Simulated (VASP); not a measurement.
A VASP calculation is set up with these files.

### POSCAR
```
MoTe2
1
    1.7475047343    -3.0267665740     0.0000000000
    1.7475047343     3.0267665740     0.0000000000
    0.0000000000    -0.0000000000    13.9663405324
Te Mo
4 2
Direct
  0.3333330000   0.6666670000   0.8792264833
  0.6666670000   0.3333330000   0.3792264833
  0.6666670000   0.3333330000   0.1207735167
  0.3333330000   0.6666670000   0.6207735167
  0.3333330000   0.6666670000   0.2500000000
  0.6666670000   0.3333330000   0.7500000000
```

### INCAR
```
SYSTEM = MoTe2
PREC = Accurate
ENCUT = 400
EDIFF = 1E-6
NELM = 100
ALGO = Normal
LREAL = .FALSE.
LASPH = .TRUE.
ISMEAR = 0
SIGMA = 0.05
GGA = PS
LMAXMIX = 4
LWAVE = .FALSE.
LCHARG = .FALSE.
IBRION = 2
ISIF = 3
NSW = 60
EDIFFG = -0.02
```

KPOINTS:
```
Regular mesh
0
gamma
 7 7 2
0 0 0
```

POTCAR, in this order: Te Mo_sv (PBE.64 set). Program: vasp_std.

Question: Write an equivalent input for Quantum ESPRESSO's pw.x.

Answer: One equivalent input (not run):
```
&CONTROL
  calculation = 'vc-relax'
  pseudo_dir = './pseudo'
  outdir = './out'
  tprnfor = .true.
  tstress = .true.
  nstep = 60
  forc_conv_thr = 0.00078
/
&SYSTEM
  ibrav = 0
  nat = 6
  ntyp = 2
  ecutwfc = 82.3
  occupations = 'smearing'
  smearing = 'gaussian'
  degauss = 0.003675
  input_dft = 'pbesol'
/
&ELECTRONS
  conv_thr = 7.3e-08
  electron_maxstep = 100
/
&IONS
/
&CELL
/
ATOMIC_SPECIES
  Te 127.600 Te.upf
  Mo 95.950 Mo.upf
CELL_PARAMETERS angstrom
     1.7475047   -3.0267666    0.0000000
     1.7475047    3.0267666    0.0000000
     0.0000000   -0.0000000   13.9663405
ATOMIC_POSITIONS crystal
  Te   0.3333330  0.6666670  0.8792265
  Te   0.6666670  0.3333330  0.3792265
  Te   0.6666670  0.3333330  0.1207735
  Te   0.3333330  0.6666670  0.6207735
  Mo   0.3333330  0.6666670  0.2500000
  Mo   0.6666670  0.3333330  0.7500000
K_POINTS automatic
  7 7 2 0 0 0
```
The two are equivalent in intent, not identical: the potentials are each code's own (VASP's PAW set, PseudoDojo norm-conserving files in pw.x), so ENCUT and ecutwfc are chosen apart and not converted; conv_thr bounds pw.x's estimated SCF error, while EDIFF bounds the energy change between steps; forc_conv_thr acts on force components and is met together with etot_conv_thr.

The compound is MoTe2 in the 2H layered structure. This run relaxes it. Symmetry was kept, so distortions that lower it aren't found. The start is the result of an earlier pass.
